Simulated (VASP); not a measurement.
# Lu2Ge3 (Amm2) in VASP: notebook

One crystal, Lu2Ge3, is run at these levels: TB-mBJ, BLYP, r2SCAN; tasks: density of states, Wannier functions by SCDM, hyperfine couplings.

Program: VASP 6.6.1. These are calculated values, not measurements. Logs are shortened: lines on timing, memory, paths and dates and some standing lists are left out, and cuts for length are marked.

## 1. Starting point

The structure is orthorhombic, space group Amm2 (No. 38). Conventional cell: a = 6.849 Å, b = 4.327 Å, c = 7.542 Å, α = 90.00°, β = 90.00°, γ = 90.00°. Around Lu (site symmetry m) lie 9 Ge at 2.95 to 3.13 Å and 1 Lu at 3.14 Å. Ge (site symmetry mm2) has 3 Ge at 2.50 to 2.51 Å as nearest neighbours. Ge (site symmetry mm2) is surrounded by 6 Lu at 2.95 to 2.96 Å. Ge (site symmetry mm2) is surrounded by 3 Ge at 2.50 to 2.51 Å.

The cell comes from a database or a generator and needn't be the stable form of this composition.

## 2. Density of states, TB-mBJ, collinear spin, antiferromagnetic start

Contents of POSCAR:

```
Lu2Ge3
1.0
    6.8488280000      0.0000000000      0.0000000000
    0.0000000000      2.1634980004      3.7710640006
    0.0000000000     -2.1634980004      3.7710640006
Lu Ge
2 3
Direct
    0.2707740000      0.0000440000      0.0000440000
    0.7292260000      0.0000440000      0.0000440000
    0.0000000000      0.3336090000      0.3336090000
    0.5000000000      0.3331770000      0.3331770000
    0.0000000000      0.6665080000      0.6665080000
```

Contents of INCAR.step1:

```
  PREC = Low
  ENCUT = 520
  EDIFF = 1E-5
  ISMEAR = -5
  SIGMA = 0.3
  LREAL = False
  LASPH = True
  NELM = 60
  ALGO = Normal
  ISIF = 2
  LWAVE = True
  LCHARG = False
  ISPIN = 2
  MAGMOM = 0.5 -0.5 0 0 0
  MAXMIX = 40
  GGA = PE
```

Contents of INCAR.step2:

```
  PREC = Low
  ENCUT = 520
  EDIFF = 1E-7
  ISMEAR = -5
  SIGMA = 0.3
  LREAL = False
  LASPH = True
  NELM = 60
  ALGO = Normal
  ISIF = 2
  LWAVE = False
  LCHARG = False
  ISPIN = 2
  MAGMOM = 0.5 -0.5 0 0 0
  LORBIT = 11
  METAGGA = MBJ
  MAXMIX = 40
  ISTART = 1
  NEDOS = 2001
```

Contents of KPOINTS:

```
regular mesh
0
Gamma
  4 7 7
```

Potentials or basis: VASP PAW PBE potentials, release 64 (Lu_3, Ge_d), 4f in core.

Command:

```sh
cat potpaw_PBE.64/Lu_3/POTCAR potpaw_PBE.64/Ge_d/POTCAR > POTCAR
cp INCAR.step1 INCAR
mpirun -np 1 vasp_std > vasp.out
cp INCAR.step2 INCAR
mpirun -np 1 vasp_std > vasp.out
```

OUTCAR:

```text
PREC = Low
   ENCUT = 520
   EDIFF = 1E-7
   ISMEAR = -5
   LREAL = False
   LASPH = True
   NELM = 60
   ISIF = 2
   ISPIN = 2
   LORBIT = 11
   METAGGA = MBJ
   ISTART = 1

 ion  position               nearest neighbor table
   1  0.271  0.000  0.000-   4 2.95   4 2.95   4 2.96   3 3.11   3 3.11   5 3.11   5 3.11   5 3.13
                             3 3.13   2 3.14   2 3.71
   2  0.729  0.000  0.000-   4 2.95   4 2.95   4 2.96   3 3.11   3 3.11   5 3.11   5 3.11   5 3.13
                             3 3.13   1 3.14   1 3.71
   3  0.000  0.334  0.334-   5 2.50   5 2.50   5 2.51   2 3.11   1 3.11   2 3.11   1 3.11   2 3.13
                             1 3.13
   4  0.500  0.333  0.333-   1 2.95   2 2.95   1 2.95   2 2.95   1 2.96   2 2.96
   5  0.000  0.667  0.667-   3 2.50   3 2.50   3 2.51   1 3.11   2 3.11   1 3.11   2 3.11   2 3.13
                             1 3.13

  LATTYP: Found a base centered orthorhombic cell.
 ALAT       =     4.3269960008
 B/A-ratio  =     1.7430402061
 C/A-ratio  =     1.5828135729

  Lattice vectors:

 A1 = (   0.0000000000,   2.1634980004,  -3.7710640006)
 A2 = (   0.0000000000,   2.1634980004,   3.7710640006)
 A3 = (   6.8488280000,   0.0000000000,   0.0000000000)

Analysis of symmetry for initial positions (statically):
=====================================================================
 Subroutine PRICEL returns:
 Original cell was already a primitive cell.

 Routine SETGRP: Setting up the symmetry group for a
 base centered orthorhombic supercell.

 Subroutine GETGRP returns: Found  4 space group operations
 (whereof  4 operations were pure point group operations)
 out of a pool of  8 trial point group operations.

The static configuration has the point symmetry C_2v.

Analysis of symmetry for dynamics (positions and initial velocities):
=====================================================================
 Subroutine PRICEL returns:
 Original cell was already a primitive cell.

 Routine SETGRP: Setting up the symmetry group for a
 base centered orthorhombic supercell.

 Subroutine GETGRP returns: Found  4 space group operations
 (whereof  4 operations were pure point group operations)
 out of a pool of  8 trial point group operations.

The dynamic configuration has the point symmetry C_2v.

Analysis of structural, dynamic, and magnetic symmetry:
=====================================================================
 Subroutine PRICEL returns:
 Original cell was already a primitive cell.

 Routine SETGRP: Setting up the symmetry group for a
 base centered orthorhombic supercell.

 Subroutine GETGRP returns: Found  4 space group operations
 (whereof  4 operations were pure point group operations)
 out of a pool of  8 trial point group operations.

The overall configuration has the point symmetry C_2v.

 Subroutine INISYM returns: Found  4 space group operations
 (whereof  4 operations are pure point group operations),
 and found     1 'primitive' translations

----------------------------------------------------------------------------------------

                                     Primitive cell

  volume of cell :     111.7549

  direct lattice vectors                    reciprocal lattice vectors
     6.848828000  0.000000000  0.000000000     0.146010383  0.000000000  0.000000000
     0.000000000  2.163498000  3.771064001     0.000000000  0.231107216  0.132588574
     0.000000000 -2.163498000  3.771064001     0.000000000 -0.231107216  0.132588574

  length of vectors
     6.848828000  4.347602477  4.347602477     0.146010383  0.266440003  0.266440003

  position of ions in fractional coordinates (direct lattice)
     0.270774000  0.000044000  0.000044000
     0.729226000  0.000044000  0.000044000
     0.000000000  0.333609000  0.333609000
     0.500000000  0.333177000  0.333177000
     0.000000000  0.666508000  0.666508000

  ion indices of the primitive-cell ions
   primitive index   ion index
                 1           1
                 2           2
                 3           3
                 4           4
                 5           5

----------------------------------------------------------------------------------------

 KPOINTS: regular mesh

Automatic generation of k-mesh.
 Grid dimensions read from file:
 generate k-points for:    4    7    7

 Generating k-lattice:

  Cartesian coordinates                     Fractional coordinates (reciprocal lattice)
     0.036502596  0.000000000  0.000000000     0.250000000  0.000000000  0.000000000
     0.000000000  0.033015317  0.018941225     0.000000000  0.142857143  0.000000000
     0.000000000 -0.033015317  0.018941225     0.000000000  0.000000000  0.142857143

  Length of vectors
     0.036502596  0.038062858  0.038062858

  Shift w.r.t. Gamma in fractional coordinates (k-lattice)
     0.000000000  0.000000000  0.000000000

 TETIRR: Found    294 inequivalent tetrahedra from     1176

 Subroutine IBZKPT returns following result:
 ===========================================

 Found     48 irreducible k-points:

 Following reciprocal coordinates:
            Coordinates               Weight
  0.000000  0.000000  0.000000      1.000000
  0.250000  0.000000  0.000000      2.000000
  0.500000  0.000000  0.000000      1.000000
  0.000000  0.142857  0.000000      4.000000
  0.250000  0.142857  0.000000      8.000000
  0.500000  0.142857  0.000000      4.000000
[... 16 lines left out ...]
  0.250000 -0.428571  0.142857      8.000000
  0.500000 -0.428571  0.142857      4.000000
 [... further k-points ...]
   k-points           NKPTS =     48   k-points in BZ     NKDIM =     48   number of bands    NBANDS=     36
   number of dos      NEDOS =   2001   number of ions     NIONS =      5
   total plane-waves  NPLWV =  23040
   dimension x,y,z NGX =    40 NGY =   24 NGZ =   24
   dimension x,y,z NGXF=    40 NGYF=   24 NGZF=   24
   ions per type =               2   3
   NGX,Y,Z   is equivalent  to a cutoff of   9.71,  9.18,  9.18 a.u.
   NGXF,Y,Z  is equivalent  to a cutoff of   9.71,  9.18,  9.18 a.u.
 SYSTEM =  unknown system
   PREC   = low       normal or accurate (medium, high low for compatibility)
   ISTART =      1    job   : 0-new  1-cont  2-samecut
   ICHARG =      0    charge: 1-file 2-atom 10-const
   ISPIN  =      2    spin polarized calculation?
   LNONCOLLINEAR =      F non collinear calculations
   LSORBIT =      F    spin-orbit coupling
   LASPH  =      T    aspherical Exc in radial PAW
   ENCUT  =  520.0 eV  38.22 Ry    6.18 a.u.  12.73  8.08  8.08*2*pi/ulx,y,z
   NELM   =     60;   NELMIN=  2; NELMDL=  0     # of ELM steps
   EDIFF  = 0.1E-06   stopping-criterion for ELM
   LREAL  =      F    real-space projection
[... 7 lines left out ...]
   TEBEG  =    0.0;   TEEND  =   0.0 temperature during run
   PSTRESS=    0.0 pullay stress
   NELECT =      60.0000    total number of electrons
   NUPDOWN=      -1.0000    fix difference up-down
   EMIN   =  10.00;   EMAX   =-10.00  energy-range for DOS
   EFERMI =   0.00;   METHOD = LEGACY
   ISMEAR =    -5;   SIGMA  =   0.30  broadening in eV -4-tet -1-fermi 0-gaus
   EFERMI_NEDOS =   21; number of points for ismear=-14 and -15
   IALGO  =     38    algorithm
   IMIX   =      4    mixing-type and parameters
     AMIX     =   0.40;   BMIX     =  1.00
     AMIX_MAG =   1.60;   BMIX_MAG =  1.00
  volume/ion in A,a.u.               =      22.35       150.83
  Fermi-wavevector in a.u.,A,eV,Ry     =   1.330566  2.514405 24.087828  1.770405
  Thomas-Fermi vector in A             =   2.459643
   LORBIT       =     11    0 simple, 1 ext, 2 COOP (PROOUT), +10 PAW based schemes
   METAGGA = MBJ    functional components
   LHFCALC =     F    Hartree Fock is set to
   AEXX    =    0.0000 exact exchange contribution
   IVDW    =     0    specifies the selected vdW correction
   LEPSILON=     F    determine dielectric tensor
   LRPA    =     F    only Hartree local field effects (RPA)
 spin polarized calculation
 Fermi weights with tetrahedron method with Bloechl corrections
  energy-cutoff  :      520.00
  volume of cell :      111.75
 maximum number of plane-waves:      3039
   NGX = 25   NGY = 17   NGZ = 17

 number of electron      60.0001003 magnetization       0.0000000

 number of electron      60.0001003 magnetization      -0.0000000

 Free energy of the ion-electron system (eV)
  ---------------------------------------------------
  ext. energy  EPLUGINS =         0.00000000
  ---------------------------------------------------
  free energy    TOTEN  =      1809.25989087 eV

  energy without entropy =     1809.25989087  energy(sigma->0) =     1809.25989087

 E-fermi :   4.8789     XC(G=0): -11.8151

 val. band max:        5.1012218609   @ k =   0.2500  -0.4286   0.2857
 cond. band min:       4.7214182857   @ k =   0.5000  -0.4286   0.1429
 fundamental gap:     -0.3798035752
 Fermi energy:         4.8788926265

 spin component 1

 k-point     1 :       0.0000    0.0000    0.0000
  band No.  band energies     occupation
      1     -22.2346      1.00000
      2     -22.0700      1.00000
      3     -22.0667      1.00000
      4     -22.0261      1.00000
      5     -22.0230      1.00000
      6     -21.8531      1.00000
[... 28 lines left out ...]
     35       6.7364      0.00000
     36       8.3302      0.00000
[... 866 lines left out ...]
      6     -21.9283      1.00000
[... 28 lines left out ...]
     35       8.1112      0.00000
     36       8.5997      0.00000

 [... further k-points ...]

 spin component 2

 k-point     1 :       0.0000    0.0000    0.0000
  band No.  band energies     occupation
      1     -22.2346      1.00000
      2     -22.0700      1.00000
      3     -22.0667      1.00000
      4     -22.0261      1.00000
      5     -22.0230      1.00000
      6     -21.8531      1.00000
[... 28 lines left out ...]
     35       6.7364      0.00000
     36       8.3064      0.00000
[... 866 lines left out ...]
      6     -21.9283      1.00000
[... 28 lines left out ...]
     35       8.1112      0.00000
     36       8.6022      0.00000

 [... further k-points ...]
[... 5 lines left out ...]
  --------------------------------------------------------------------------------------
  -------------------------------------------------------------------------------------
  Total     -319.2905708   -321.2800260   -321.5308971      0.0000000      0.0000000      0.0000000
  in kB    -4577.5175627  -4606.0394386  -4609.6360581      0.0000000      0.0000000      0.0000000
  external PRESSURE =   -4597.7310198 kB  Pullay stress =       0.0000000 kB

 VOLUME and BASIS-vectors are now :
 -----------------------------------------------------------------------------
  energy-cutoff  :      520.00
  volume of cell :      111.75
      direct lattice vectors                 reciprocal lattice vectors
     6.848828000  0.000000000  0.000000000     0.146010383  0.000000000  0.000000000
     0.000000000  2.163498000  3.771064001     0.000000000  0.231107216  0.132588574
     0.000000000 -2.163498000  3.771064001     0.000000000 -0.231107216  0.132588574

 POSITION                                       TOTAL-FORCE (eV/Angst)
 -----------------------------------------------------------------------------------
      1.85448      0.00000      0.00033        -0.236194      0.000000      0.001426
      4.99434      0.00000      0.00033         0.236194      0.000000      0.001426
      0.00000      0.00000      2.51612        -0.000000      0.000000      0.004513
      3.42441      0.00000      2.51286        -0.000000      0.000000      0.028359
      0.00000      0.00000      5.02689        -0.000000      0.000000     -0.035723
 -----------------------------------------------------------------------------------
    total drift:                                0.000000     -0.000003      0.055124

  FREE ENERGIE OF THE ION-ELECTRON SYSTEM (eV)
  ---------------------------------------------------
  free  energy   TOTEN  =      1809.2598908667 eV

  energy  without entropy=     1809.2598908667  energy(sigma->0) =     1809.25989087

 total charge

# of ion       s       p       d       tot
------------------------------------------
    1        0.350   6.461   0.916   7.726
    2        0.350   6.461   0.916   7.726
    3        1.072   1.157  10.039  12.269
    4        1.044   1.256   9.965  12.264
    5        1.076   1.208  10.031  12.314
--------------------------------------------------
tot          3.891  16.542  31.866  52.299

 magnetization (x)

# of ion       s       p       d       tot
------------------------------------------
    1        0.000   0.000   0.000   0.000
    2       -0.000  -0.000  -0.000  -0.000
    3        0.000   0.000   0.000   0.000
    4        0.000   0.000   0.000   0.000
    5        0.000   0.000   0.000   0.000
--------------------------------------------------
tot          0.000   0.000   0.000   0.000
```

It took 5.2 min on 1 thread of Intel Xeon 6975P-C (Granite Rapids), shared host; peak memory 0.33 GiB.

The run converged, but some of its settings lie outside the range that counts as converged, so its numbers aren't taken as properties of the crystal.

Results:

| Item | Value |
| --- | --- |
| Band gap on the k mesh | none (metal or under the smearing width) |
| Net moment | 0.00 μB per cell |
| Valence electrons inside the program's atomic spheres | Lu 7.73; Ge 12.27, 12.26, 12.31 |

Caveat: the PAW data sets were made with another functional, which shifts forces and pressure a little; spin-orbit coupling is left out, which moves the levels of the heavy elements; tetrahedron occupations give inexact forces and stress in metals.

(Continued in part 2 of 2.)
